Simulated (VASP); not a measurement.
An input for Quantum ESPRESSO's pw.x (written as the equivalent of a VASP run, and not itself run):

```
&CONTROL
  calculation = 'scf'
  pseudo_dir = './pseudo'
  outdir = './out'
  tprnfor = .true.
  tstress = .true.
/
&SYSTEM
  ibrav = 0
  nat = 4
  ntyp = 2
  ecutwfc = 84
  occupations = 'tetrahedra'
  input_dft = 'vdw-df2-b86r'
/
&ELECTRONS
  conv_thr = 7.3e-09
  electron_maxstep = 100
/
ATOMIC_SPECIES
  B 10.810 B.upf
  N 14.007 N.upf
CELL_PARAMETERS angstrom
     1.2554502   -2.1745039   -0.0000000
     1.2554502    2.1745039   -0.0000000
     0.0000000    0.0000000    6.5366223
ATOMIC_POSITIONS crystal
  B    0.3333330  0.6666670  0.2500000
  B    0.6666670  0.3333330  0.7500000
  N    0.6666670  0.3333330  0.2500000
  N    0.3333330  0.6666670  0.7500000
K_POINTS automatic
  11 11 4 0 0 0
```

Translate this input to VASP (INCAR, KPOINTS, POSCAR, choice of POTCAR).

One answer among several that fit: 
INCAR:
```
SYSTEM = BN
PREC = Accurate
ENCUT = 520
EDIFF = 1E-7
NELM = 100
ALGO = Normal
LREAL = .FALSE.
LASPH = .TRUE.
ISMEAR = -5
GGA = MK
PARAM1 = 0.1234568
PARAM2 = 0.7114
ZAB_VDW = -1.8867
LUSE_VDW = .TRUE.
AGGAC = 0.0
LWAVE = .FALSE.
LCHARG = .TRUE.
LORBIT = 11
NEDOS = 601
ISIF = 2
LEFG = .TRUE.
```

File KPOINTS:
```
Automatic mesh
0
Gamma
11 11 4
0 0 0
```

POSCAR:
```
BN
6.5366220
  0.1920640667  -0.3326647818   0.0000000000
  0.1920640667   0.3326647818   0.0000000000
  0.0000000000   0.0000000000   1.0000000395
B N
2 2
Cart
  0.1920640667   0.1108884824   0.2500000099
  0.1920640667  -0.1108884824   0.7500000296
  0.1920640667  -0.1108884824   0.2500000099
  0.1920640667   0.1108884824   0.7500000296
```

POTCAR, in this order: B N (PBE.64 set). Program: vasp_std.

What does not carry over: the potentials are each code's own (VASP's PAW set, PseudoDojo norm-conserving files in pw.x), so ENCUT and ecutwfc are chosen apart and not converted; conv_thr bounds pw.x's estimated SCF error, while EDIFF bounds the energy change between steps; the field gradients of LEFG aren't asked of the other code.

The compound is BN in the hex structure. It was relaxed first.
